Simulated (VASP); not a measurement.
Input for VASP

POSCAR:
```
ZrS2
1.0
  1.8989101780  -3.2890089310   0.0000000000
  1.8989101780   3.2890089310   0.0000000000
  0.0000000000   0.0000000000   7.5396197530
Zr S
1 2
Cart
  0.0000000000   0.0000000000   0.0000000000
  1.8989101780   1.0963385030   1.4736322641
  1.8989101780  -1.0963385030   6.0659874889
```

**KPOINTS**
```
kpoints
0
G
  7 7 3
0 0 0
```

INCAR:
```
! general
SYSTEM =ZrS2
PREC   =Accurate
ENCUT  =520   ! plane-wave cut-off (eV)
LREAL  =.FALSE.   ! projection in real space or not
LASPH  =.TRUE.   ! aspherical one-centre terms

! electronic loop
EDIFF  =1E-7   ! SCF stop (eV)
NELM   =100
ALGO   =Normal   ! blocked Davidson
LMAXMIX=4   ! l cut-off of mixed one-centre charges

! smearing
ISMEAR =0
SIGMA  =0.05   ! width (eV)

! functional
GGA    =RP

! ions
IBRION =2   ! conjugate gradients
NSW    =30
ISIF   =4   ! ions and shape, fixed volume
EDIFFG =-0.01

! output
LWAVE  =.FALSE.
LCHARG =.FALSE.
```

POTCAR, in this order: Zr_sv S (PBE.64 set). Program: vasp_std.

Translate this RPBE calculation to Quantum ESPRESSO's pw.x.

One equivalent input (not run):
```
&CONTROL
  calculation = 'vc-relax'
  pseudo_dir = './pseudo'
  outdir = './out'
  tprnfor = .true.
  tstress = .true.
  nstep = 30
  forc_conv_thr = 0.00039
/
&SYSTEM
  ibrav = 0
  nat = 3
  ntyp = 2
  ecutwfc = 66
  occupations = 'smearing'
  smearing = 'gaussian'
  degauss = 0.003675
  input_dft = 'rpbe'
/
&ELECTRONS
  conv_thr = 7.3e-09
  electron_maxstep = 100
/
&IONS
/
&CELL
  cell_dofree = 'shape'
/
ATOMIC_SPECIES
  Zr 91.224 Zr.upf
  S 32.060 S.upf
CELL_PARAMETERS angstrom
     1.8989102   -3.2890089    0.0000000
     1.8989102    3.2890089    0.0000000
     0.0000000    0.0000000    7.5396198
ATOMIC_POSITIONS crystal
  Zr   0.0000000  0.0000000  0.0000000
  S    0.3333330  0.6666670  0.1954518
  S    0.6666670  0.3333330  0.8045482
K_POINTS automatic
  7 7 3 0 0 0
```
The two are equivalent in intent, not identical: the potentials are each code's own (VASP's PAW set, PseudoDojo norm-conserving files in pw.x), so ENCUT and ecutwfc are chosen apart and not converted; conv_thr bounds pw.x's estimated SCF error, while EDIFF bounds the energy change between steps; forc_conv_thr acts on force components and is met together with etot_conv_thr.

The compound is ZrS2 in the 1T layered structure. This cell is one point of a volume scan, at 1.06 of the reference volume. Symmetry was kept, so distortions that lower it aren't found.
